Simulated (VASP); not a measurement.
```xyz
3
Lattice="1.8012 -3.1197 0.0000 1.8012 3.1197 0.0000 0.0000 0.0000 5.7630" Properties=species:S:1:pos:R:3 pbc="T T T"
Hf     1.8012    -3.1197     0.0000
S      1.8012     1.0399     1.4520
S      1.8012    -1.0399     4.3109
```

Computed with PBE GGA with D3 dispersion (Becke-Johnson damping), VASP's PBE PAW potentials (set 64) (plane waves; VASP). Run with 520 eV cut-off, Gaussian smearing of 0.050 eV, potentials Hf_pv S.

Unless said otherwise, spin-orbit coupling is left out, though it shifts the bands of the heavy elements here.

**Question.** Give the energies of bands 6 to 14 at the high-symmetry points, in eV from the valence-band maximum.

**Answer.** 
```csv
band,Γ,M,K,A,L,H
6,-5.07,-5.05,-4.24,-3.74,-5.19,-3.92
7,-2.89,-2.97,-3.71,-2.83,-3.74,-3.92
8,-2.89,-2.72,-3.71,-2.83,-2.79,-3.84
9,-0.17,-2.58,-2.34,-2.10,-2.53,-2.44
10,-0.17,-2.22,-2.34,-0.35,-1.14,-1.95
11,0.00,-1.48,-1.75,-0.35,-0.95,-1.95
12,1.88,1.03,2.50,1.82,0.88,2.73
13,1.88,4.01,3.62,1.82,3.99,3.19
14,2.44,4.08,3.62,2.74,4.13,3.19
```

The gap is indirect, 0.88 eV, from the valence maximum at Γ-M at 0.11 to the conduction minimum at L.

Measured: gap 1.80 eV (computed value off by -0.92 eV), as given by Miłosz Rybak et al., Nanomaterials (2022), arXiv:2210.12074.

The compound is HfS2 in the 1T layered structure. It was relaxed first.
